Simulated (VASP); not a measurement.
Data:

```
FePt
1.0
    2.74793     0.00000     0.00000
    0.00000     2.74793     0.00000
    0.00000     0.00000     3.77457
Fe Pt
1 1
Cartesian
  0.00000   0.00000   0.00000
  1.37397   1.37397   1.88729
```
Starting moments (μB, in the order of the record's atoms Fe Pt): 3.0 0.3.

Level of theory: revPBE GGA, VASP's PBE PAW potentials (set 64) (plane waves; VASP). Numerical set-up: 520 eV cut-off, 12×12×9 Γ-centred mesh, first-order Methfessel-Paxton smearing of 0.10 eV, potentials Fe Pt.

Unless said otherwise, spin-orbit coupling is left out, though it shifts the bands of the heavy elements here.

Problem. What does the run give for the cell moment, energy per atom (σ→0), band gap (on the k-mesh) with the smallest direct gap where there is one?

Solution. 
```json
{
 "band gap (on the k-mesh)": "none (metal, semimetal or under 0.01 eV)",
 "cell_moment": "3.35 μB",
 "energy per atom (σ→0)": "-6.972 eV/atom"
}
```

Problem. Give the moment on each site (PAW-sphere projection).

Solution. 
```json
[
 {"site": "Fe1", "moment (μB)": "3.00"},
 {"site": "Pt2", "moment (μB)": "0.33"}
]
```

The absolute energy has meaning only against runs of the same code, potentials and settings.

The compound is FePt in the L1_0 structure. It was relaxed first. The start is the result of an earlier pass.
